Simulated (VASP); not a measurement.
Level of theory: PBE GGA, VASP's PBE PAW potentials (set 64) (plane waves; VASP 6.6.1).

A VASP calculation is set up with these files.

**POSCAR**
```
CoGa
1
    2.8800000000     0.0000000000     0.0000000000
    0.0000000000     2.8800000000     0.0000000000
    0.0000000000     0.0000000000     2.8800000000
Ga Co
1 1
Direct
  0.5000000000   0.5000000000   0.5000000000
  0.0000000000   0.0000000000   0.0000000000
```

**KPOINTS**
```
Automatic mesh
0
Gamma
11 11 11
0 0 0
```

INCAR:
```
! general
SYSTEM  = CoGa
PREC    = Accurate
ENCUT   = 400   ! plane-wave cut-off (eV)
LREAL   = .False.   ! projection in real space or not
LASPH   = .True.
NELECT  = 22.1

! electronic loop
EDIFF   = 1E-6
NELM    = 100
ALGO    = Normal
LMAXMIX = 4   ! l cut-off of mixed one-centre charges

! smearing
ISMEAR  = 0
SIGMA   = 0.05

! functional
GGA     = PE

! ions
ISIF    = 2   ! forces and stress, cell fixed

! output
LWAVE   = .False.
LCHARG  = .False.
```

POTCAR, in this order: Ga_d Co (PBE.64 set). Program: vasp_std.

Output of the run:

OSZICAR:
```
       N       E                     dE             d eps       ncg     rms          rms(c)
DAV:   1     0.902700371028E+02    0.90270E+02   -0.92989E+03  1768   0.223E+03
DAV:   2    -0.595088312507E+01   -0.96221E+02   -0.94343E+02  1736   0.325E+02
DAV:   3    -0.102573161584E+02   -0.43064E+01   -0.42890E+01  1974   0.756E+01
DAV:   4    -0.103180657057E+02   -0.60750E-01   -0.60740E-01  2249   0.833E+00
DAV:   5    -0.103192904408E+02   -0.12247E-02   -0.12247E-02  2141   0.100E+00    0.909E+00
DAV:   6    -0.111710386349E+02   -0.85175E+00   -0.19011E+01  1887   0.578E+01    0.103E+01
DAV:   7    -0.952018538196E+01    0.16509E+01   -0.78889E+00  1764   0.432E+01    0.190E+00
DAV:   8    -0.949631211000E+01    0.23873E-01   -0.22396E-01  2030   0.547E+00    0.570E-01
DAV:   9    -0.949124225364E+01    0.50699E-02   -0.16133E-02  2334   0.211E+00    0.118E-01
DAV:  10    -0.949098999122E+01    0.25226E-03   -0.56220E-04  2256   0.343E-01    0.602E-02
DAV:  11    -0.949098105747E+01    0.89338E-05   -0.58793E-05  2216   0.139E-01    0.121E-02
DAV:  12    -0.949097997635E+01    0.10811E-05   -0.51796E-06  1945   0.407E-02    0.312E-03
DAV:  13    -0.949097984956E+01    0.12679E-06   -0.38973E-07  1050   0.854E-03
   1 F= -.94909798E+01 E0= -.94894405E+01  d E =-.307861E-02
```

File OUTCAR:
```
------------------------ aborting loop because EDIFF is reached ----------------------------------------
  FORCE on cell =-STRESS in cart. coord.  units (eV):
  Direction    XX          YY          ZZ          XY          YZ          ZX
  --------------------------------------------------------------------------------------
  Total        1.3485728      1.3485728      1.3485728      0.0000000      0.0000000     -0.0000000
  in kB       90.4497774     90.4497774     90.4497774      0.0000000      0.0000000     -0.0000000
  external PRESSURE =      90.4497774 kB  Pullay stress =       0.0000000 kB
  volume of cell :       23.89
      direct lattice vectors                 reciprocal lattice vectors
     2.880000000  0.000000000  0.000000000     0.347222222  0.000000000  0.000000000
     0.000000000  2.880000000  0.000000000     0.000000000  0.347222222  0.000000000
     0.000000000  0.000000000  2.880000000     0.000000000  0.000000000  0.347222222
 POSITION                                       TOTAL-FORCE (eV/Angst)
 -----------------------------------------------------------------------------------
      1.44000      1.44000      1.44000         0.000000      0.000000      0.000000
      0.00000      0.00000      0.00000         0.000000      0.000000      0.000000
 -----------------------------------------------------------------------------------
    total drift:                               -0.000000      0.000000      0.000000
  FREE ENERGIE OF THE ION-ELECTRON SYSTEM (eV)
  ---------------------------------------------------
  free  energy   TOTEN  =        -9.4909798496 eV

  energy  without entropy=       -9.4879012358  energy(sigma->0) =       -9.48944054
```
(Selected blocks of OUTCAR.)

The cell is charged, with a uniform compensating background.

The compound is CoGa in the CsCl type structure. The cell was not relaxed at this level. The run is one of a series of settings (ISMEAR = 0, NELECT = 22.1, SIGMA = 0.05 against the base run), some of them coarse on purpose. The run is not spin-polarised, so no magnetic state was tried.
